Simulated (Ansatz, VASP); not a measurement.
# BiW: VASP beside Ansatz

```xyz
2
Lattice="3.3747 0.0000 0.0000 0.0000 3.3747 0.0000 0.0000 0.0000 3.3747" Properties=species:S:1:pos:R:3 pbc="T T T"
W     0.0000    0.0000    0.0000
Bi    1.6873    1.6873    1.6873
```

Alike in both runs: functional LDA; k mesh 11 × 11 × 11; occupations fermi-dirac, width 0.1 eV; no spin polarisation.

Ansatz relaxed the structure, and its values are those at the end. VASP's run is a single point on that final structure, the one shown.

```csv
,VASP,Ansatz
version,VASP 6.6.1,Ansatz 0.2.0
potentials or method,"VASP PAW LDA potentials, release 64 (W_sv, Bi_d)","PAW with Ansatz's default frozen-core files, scalar-relativistic"
plane-wave cutoff (eV),520,420
valence electrons in the cell,29,29
```

|  | VASP | Ansatz | Ansatz less VASP |
| --- | --- | --- | --- |
| pressure (GPa) | 0.6 | 0.0 | -0.58 |
